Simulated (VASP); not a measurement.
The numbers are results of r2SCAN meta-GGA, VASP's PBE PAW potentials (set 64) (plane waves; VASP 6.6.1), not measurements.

VASP ran on this input.

INCAR:
```
! general
SYSTEM  = ScSi
PREC    = Accurate
ENCUT   = 400
LREAL   = .FALSE.   ! projection in real space or not
LASPH   = .TRUE.

! electronic loop
EDIFF   = 1E-7
NELM    = 100   ! most electronic steps
ALGO    = Normal   ! blocked Davidson
LMAXMIX = 4   ! l cut-off of mixed one-centre charges
LMIXTAU = .TRUE.

! smearing
ISMEAR  = -5

! functional
METAGGA = R2SCAN

! ions
ISIF    = 2   ! forces and stress, cell fixed

! output
LWAVE   = .FALSE.
LCHARG  = .FALSE.
LORBIT  = 11   ! lm-projected
NEDOS   = 601

! other
LEFG    = .TRUE.
```

POSCAR:
```
ScSi
1
    4.7308773971     0.0000000000     0.0000000000
   -2.3654386985     4.0970602625     0.0000000000
    0.0000000000     0.0000000000     5.3391355356
Sc Si
2 2
Direct
  0.3333330000   0.6666670000   0.9375003399
  0.6666670000   0.3333330000   0.4375003399
  0.3333330000   0.6666670000   0.4374996601
  0.6666670000   0.3333330000   0.9374996601
```

**KPOINTS**
```
Automatic mesh
0
Gamma
8 8 7
0 0 0
```

**KPOINTS_OPT**
```
k-points along high-symmetry lines
6
Line-mode
Reciprocal
  0.000000   0.000000   0.000000 ! GAMMA
  0.500000   0.000000   0.000000 ! M

  0.500000   0.000000   0.000000 ! M
  0.333333   0.333333   0.000000 ! K

  0.333333   0.333333   0.000000 ! K
  0.000000   0.000000   0.000000 ! GAMMA

  0.000000   0.000000   0.000000 ! GAMMA
  0.000000   0.000000   0.500000 ! A

  0.000000   0.000000   0.500000 ! A
  0.500000   0.000000   0.500000 ! L

  0.500000   0.000000   0.500000 ! L
  0.333333   0.333333   0.500000 ! H

  0.333333   0.333333   0.500000 ! H
  0.000000   0.000000   0.500000 ! A

  0.500000   0.000000   0.500000 ! L
  0.500000   0.000000   0.000000 ! M

  0.333333   0.333333   0.500000 ! H
  0.333333   0.333333   0.000000 ! K
```

POTCAR, in this order: Sc_sv Si (PBE.64 set). Program: vasp_std.

The resulting files:

**OUTCAR**
```
 ion  position               nearest neighbor table
   1  0.333  0.667  0.938-   3 2.67   3 2.67   4 2.73   4 2.73   4 2.73
   2  0.667  0.333  0.438-   4 2.67   4 2.67   3 2.73   3 2.73   3 2.73
   3  0.333  0.667  0.437-   1 2.67   1 2.67   2 2.73   2 2.73   2 2.73
   4  0.667  0.333  0.937-   2 2.67   2 2.67   1 2.73   1 2.73   1 2.73
  LATTYP: Found a hexagonal cell.
 ALAT       =     4.7308773971
 C/A-ratio  =     1.1285719513
 Subroutine PRICEL returns:
 Original cell was already a primitive cell.
 Subroutine GETGRP returns: Found 24 space group operations
The static configuration has the point symmetry C_3v.
 The point group associated with its full space group is D_6h.
The dynamic configuration has the point symmetry C_3v.
 Subroutine INISYM returns: Found 24 space group operations
 Subroutine IBZKPT returns following result:
 Found     40 irreducible k-points:

 Following reciprocal coordinates:
            Coordinates               Weight
  0.000000  0.000000  0.000000      1.000000
  0.125000 -0.000000  0.000000      6.000000
  0.250000 -0.000000  0.000000      6.000000
  0.375000 -0.000000  0.000000      6.000000
  0.500000 -0.000000  0.000000      3.000000
  0.125000  0.125000  0.000000      6.000000
  0.250000  0.125000  0.000000     12.000000
  0.375000  0.125000  0.000000     12.000000
  0.250000  0.250000  0.000000      6.000000
  0.375000  0.250000  0.000000      6.000000
  0.000000  0.000000  0.142857      2.000000
  0.125000 -0.000000  0.142857     12.000000
  0.250000 -0.000000  0.142857     12.000000
  0.375000 -0.000000  0.142857     12.000000
  0.500000 -0.000000  0.142857      6.000000
  0.125000  0.125000  0.142857     12.000000
  0.250000  0.125000  0.142857     24.000000
  0.375000  0.125000  0.142857     24.000000
  0.250000  0.250000  0.142857     12.000000
  0.375000  0.250000  0.142857     12.000000
  0.000000  0.000000  0.285714      2.000000
  0.125000 -0.000000  0.285714     12.000000
  0.250000 -0.000000  0.285714     12.000000
  0.375000 -0.000000  0.285714     12.000000
  0.500000 -0.000000  0.285714      6.000000
  0.125000  0.125000  0.285714     12.000000
  0.250000  0.125000  0.285714     24.000000
  0.375000  0.125000  0.285714     24.000000
  0.250000  0.250000  0.285714     12.000000
  0.375000  0.250000  0.285714     12.000000
  0.000000  0.000000  0.428571      2.000000
  0.125000 -0.000000  0.428571     12.000000
  0.250000 -0.000000  0.428571     12.000000
  0.375000 -0.000000  0.428571     12.000000
  0.500000 -0.000000  0.428571      6.000000
  0.125000  0.125000  0.428571     12.000000
  0.250000  0.125000  0.428571     24.000000
  0.375000  0.125000  0.428571     24.000000
  0.250000  0.250000  0.428571     12.000000
  0.375000  0.250000  0.428571     12.000000
   k-points           NKPTS =     40   k-points in BZ     NKDIM =     40   number of bands    NBANDS=     19
   number of dos      NEDOS =    601   number of ions     NIONS =      4
   total plane-waves  NPLWV =  36864
   dimension x,y,z NGX =    32 NGY =   32 NGZ =   36
   dimension x,y,z NGXF=    64 NGYF=   64 NGZF=   72
   ions per type =               2   2
   PREC   = accura    normal or accurate (medium, high low for compatibility)
   ISTART =      0    job   : 0-new  1-cont  2-samecut
   ICHARG =      2    charge: 1-file 2-atom 10-const
   ISPIN  =      1    spin polarized calculation?
   LNONCOLLINEAR =      F non collinear calculations
   LSORBIT =      F    spin-orbit coupling
   INIWAV =      1    electr: 0-lowe 1-rand  2-diag
   ENCUT  =  400.0 eV  29.40 Ry    5.42 a.u.   7.71  7.71  8.71*2*pi/ulx,y,z
   NELM   =    100;   NELMIN=  2; NELMDL= -5     # of ELM steps
...
```

OSZICAR:
```
       N       E                     dE             d eps       ncg     rms          rms(c)
DAV:   1     0.386436401524E+03    0.38644E+03   -0.12459E+04  1544   0.124E+03
DAV:   2    -0.207255986208E+02   -0.40716E+03   -0.40105E+03  2296   0.635E+02
DAV:   3    -0.486974236614E+02   -0.27972E+02   -0.27254E+02  2640   0.183E+02
DAV:   4    -0.493773887447E+02   -0.67997E+00   -0.67272E+00  2416   0.224E+01
DAV:   5    -0.493868350504E+02   -0.94463E-02   -0.94285E-02  2400   0.290E+00    0.125E+01
DAV:   6    -0.419532377083E+02    0.74336E+01   -0.13756E+01  2135   0.484E+01    0.407E+00
DAV:   7    -0.398364608989E+02    0.21168E+01   -0.14582E+00  2474   0.119E+01    0.247E+00
DAV:   8    -0.419517013105E+02   -0.21152E+01   -0.13627E+00  1730   0.729E+00    0.928E-01
DAV:   9    -0.405330104290E+02    0.14187E+01   -0.54672E-01  1701   0.795E+00    0.565E-01
DAV:  10    -0.401242071803E+02    0.40880E+00   -0.35914E-01  1673   0.607E+00    0.446E-01
DAV:  11    -0.404809678694E+02   -0.35676E+00   -0.17958E-01  1670   0.394E+00    0.125E-01
DAV:  12    -0.405461053762E+02   -0.65138E-01   -0.38582E-02  2118   0.204E+00    0.934E-02
DAV:  13    -0.405373477181E+02    0.87577E-02   -0.85082E-03  2053   0.919E-01    0.821E-02
DAV:  14    -0.405113800477E+02    0.25968E-01   -0.89340E-03  1742   0.986E-01    0.105E-01
DAV:  15    -0.405462836245E+02   -0.34904E-01   -0.15267E-02  1715   0.119E+00    0.290E-02
DAV:  16    -0.405492427494E+02   -0.29591E-02   -0.23222E-03  2096   0.536E-01    0.194E-02
DAV:  17    -0.405491940160E+02    0.48733E-04   -0.14703E-04  2405   0.955E-02    0.132E-02
DAV:  18    -0.405492670419E+02   -0.73026E-04   -0.37967E-05  2376   0.632E-02    0.482E-03
DAV:  19    -0.405493605496E+02   -0.93508E-04   -0.66703E-05  2381   0.792E-02    0.147E-02
DAV:  20    -0.405493632367E+02   -0.26871E-05   -0.45467E-05  2381   0.713E-02    0.551E-03
DAV:  21    -0.405493678358E+02   -0.45991E-05   -0.61511E-06  2077   0.303E-02    0.300E-03
DAV:  22    -0.405493677297E+02    0.10607E-06   -0.24501E-07  1154   0.747E-03    0.310E-03
DAV:  23    -0.405493679152E+02   -0.18554E-06   -0.14851E-07  1192   0.631E-03    0.124E-03
DAV:  24    -0.405493677052E+02    0.21005E-06   -0.30102E-07  1642   0.477E-03    0.494E-04
DAV:  25    -0.405493678389E+02   -0.13372E-06   -0.20965E-08  1111   0.321E-03    0.424E-04
DAV:  26    -0.405493679128E+02   -0.73906E-07   -0.74655E-09  1111   0.159E-03
   1 F= -.40549368E+02 E0= -.40549368E+02  d E =0.000000E+00
       N       E                     dE             ncg
       N       E                     dE             ncg
```

**OUTCAR**
```
------------------------ aborting loop because EDIFF is reached ----------------------------------------
  FORCE on cell =-STRESS in cart. coord.  units (eV):
  Direction    XX          YY          ZZ          XY          YZ          ZX
  --------------------------------------------------------------------------------------
  Total        0.0311340      0.0311340     -0.1132998      0.0000000      0.0000000      0.0000000
  in kB        0.4820153      0.4820154     -1.7541019      0.0000000      0.0000000      0.0000000
  external PRESSURE =      -0.2633570 kB  Pullay stress =       0.0000000 kB
  volume of cell :      103.49
      direct lattice vectors                 reciprocal lattice vectors
     4.730877397  0.000000000  0.000000000     0.211377281  0.122038722  0.000000000
    -2.365438699  4.097060263  0.000000000     0.000000000  0.244077445  0.000000000
     0.000000000  0.000000000  5.339135536     0.000000000  0.000000000  0.187296238
 POSITION                                       TOTAL-FORCE (eV/Angst)
 -----------------------------------------------------------------------------------
     -0.00000      2.73137      5.00544        -0.000000     -0.000000      0.000000
      2.36544      1.36569      2.33587         0.000000      0.000000     -0.000000
     -0.00000      2.73137      2.33587        -0.000000     -0.000000      0.000000
      2.36544      1.36569      5.00544         0.000000     -0.000000      0.000000
 -----------------------------------------------------------------------------------
    total drift:                               -0.002496      0.001441      0.000027
  FREE ENERGIE OF THE ION-ELECTRON SYSTEM (eV)
  ---------------------------------------------------
  free  energy   TOTEN  =       -40.5493679128 eV

  energy  without entropy=      -40.5493679128  energy(sigma->0) =      -40.54936791

 total charge

# of ion       s       p       d       tot
------------------------------------------
    1        2.198   6.137   1.006   9.341
    2        2.198   6.137   1.006   9.341
    3        0.816   0.916   0.000   1.732
    4        0.816   0.916   0.000   1.732
--------------------------------------------------
tot          6.028  14.106   2.012  22.146
```
(Selected blocks of OUTCAR.)

For a metal the tetrahedron method with Blöchl corrections gives inexact stress and forces.

The structure was generated: ScSi was put into the wurtzite type (P6_3mc), which need not be its known phase. It was relaxed first, which changed the volume by -24 %. The relaxed cell has space group P6_3/mmc.
